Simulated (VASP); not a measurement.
Energy against volume of GaP (zinc blende). All values below come from revPBE GGA, VASP's PBE PAW potentials (set 64) (plane waves; VASP 6.6.1).

| V (Å³/atom) | E (eV/atom) |
|---|---|
| 19.980 | -4.25731 |
| 20.618 | -4.27212 |
| 21.255 | -4.27673 |
| 21.893 | -4.27268 |
| 22.530 | -4.26131 |

### Question
Fit a third-order Birch-Murnaghan equation of state.

### Answer

| Item | Result |
|---|---|
| volume per atom | 21.26 Å^3/atom |
| bulk modulus | 72.2 GPa |
| pressure derivative of the bulk modulus | 4.53 |
| lattice constant a | 5.540 Å |

Measured: bulk modulus 89.6 GPa at 0 K (computed value off by -19.4 %), as given by Daniel Mejia-Rodriguez et al., Physical Review B (2018), arXiv:1807.09216 [0 K value with the zero-point phonon effect removed]; a 5.439 Å at 0 K (computed value off by +1.9 %), as given by Daniel Mejia-Rodriguez et al., Physical Review B (2018), arXiv:1807.09216 [static lattice: zero-point anharmonic expansion removed].

The compound is GaP in the zinc blende structure. It was relaxed first, which changed the volume by +5 %.
